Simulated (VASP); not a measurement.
```
CELL_PARAMETERS angstrom
     -2.48087     2.48087     2.48087
      2.48087    -2.48087     2.48087
      2.48087     2.48087    -2.48087
ATOMIC_POSITIONS crystal
  Ba 0.00000 0.00000 0.00000
```

These are PBE GGA with D4 dispersion, VASP's PBE PAW potentials (set 64) (plane waves; VASP) values and carry that method's errors. Numerical set-up: 520 eV cut-off, Gaussian smearing of 0.050 eV, potentials Ba_sv.

### Question
Give the energies of bands 5 to 8 at the high-symmetry points, in eV from the Fermi level.

### Answer

```json
[
 {"band": "5", "Γ": "-2.73", "H": "-0.56", "N": "-0.88", "P": "0.58"},
 {"band": "6", "Γ": "1.90", "H": "-0.56", "N": "0.72", "P": "0.58"},
 {"band": "7", "Γ": "1.90", "H": "4.54", "N": "1.38", "P": "0.58"},
 {"band": "8", "Γ": "1.90", "H": "4.54", "N": "3.32", "P": "4.00"}
]
```

It has no gap at this level: it comes out as a metal or semimetal.

The compound is Ba in the bcc structure. It was relaxed first.
